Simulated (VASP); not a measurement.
A convergence study with VASP on BAs (zinc blende): one setting is varied, all else stays as given below, so the limit is that of these other settings. Each run relaxes cell and ions from the cell shown.

```
AsB
1.0
    0.00000     2.39000     2.39000
    2.39000     0.00000     2.39000
    2.39000     2.39000     0.00000
B As
1 1
Direct
  0.00000   0.00000   0.00000
  0.25000   0.25000   0.25000
```

Computed with PBEsol GGA, VASP's PBE PAW potentials (set 64) (plane waves; VASP 6.6.1). The tightest run used: 700 eV cut-off, 14×14×14 Γ-centred mesh, Gaussian smearing of 0.050 eV, potentials B As.

Gaps are read on the run's mesh, which can miss a band edge.

**Question.** The settings run are 2×2×2 mesh; 3×3×3 mesh; 4×4×4 mesh; 6×6×6 mesh; 7×7×7 mesh; 9×9×9 mesh; 10×10×10 mesh; 11×11×11 mesh; 12×12×12 mesh; 13×13×13 mesh; 14×14×14 mesh. From which on does the relaxed volume stay within 0.1 Å³/atom of the tightest run?

**Answer.** From 4×4×4 mesh on: it is off by 0.058 there and by no more than 0.1 in any finer run, while 3×3×3 mesh is off by 0.228.
```
setting        relaxed volume (Å³/atom)  E (eV/atom)  gap on the mesh (eV)  irreducible k-points  difference judged (Å³/atom)
-------------  ------------------------  -----------  --------------------  --------------------  ---------------------------
2×2×2 mesh                       14.835      -4.6714                 1.259                     3                        1.203
3×3×3 mesh                       13.860      -5.7769                 1.149                     4                        0.228
4×4×4 mesh                       13.690      -6.0106                 1.297                     8                        0.058
6×6×6 mesh                       13.636      -6.0929                 1.181                    16                        0.004
7×7×7 mesh                       13.633      -6.0993                 1.094                    20                        0.001
9×9×9 mesh                       13.632      -6.1024                 1.123                    35                        0.000
10×10×10 mesh                    13.632      -6.1027                 1.077                    47                        0.000
11×11×11 mesh                    13.632      -6.1029                 1.110                    56                        0.000
12×12×12 mesh                    13.632      -6.1029                 1.083                    72                        0.000
13×13×13 mesh                    13.632      -6.1029                 1.083                    84                        0.000
14×14×14 mesh                    13.632      -6.1029                 1.095                   104                        0.000
```

Left out are rungs that failed or repeat a setting and relaxations that didn't move; long series are thinned to 24 rows.

The compound is BAs in the zinc blende structure.
